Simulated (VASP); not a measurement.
Consider the following.

```xyz
2
Lattice="0.0000 2.4169 2.4169 2.4169 0.0000 2.4169 2.4169 2.4169 0.0000" Properties=species:S:1:pos:R:3 pbc="T T T"
B      0.0000     0.0000     0.0000
As     1.2085     1.2085     1.2085
```

Level of theory: r2SCAN meta-GGA, VASP's PBE PAW potentials (set 64) (plane waves; VASP). Run with 520 eV cut-off, 10×10×10 Γ-centred mesh, Gaussian smearing of 0.050 eV, potentials B As.

Task: Estimate the energy per atom (σ→0), pressure.

Result: 
The energy per atom (σ→0) is -11.123 eV/atom and the pressure comes out as -3.94 GPa.

The compound is BAs in the zinc blende structure. This cell is one point of a volume scan, at 1.03 of the reference volume.
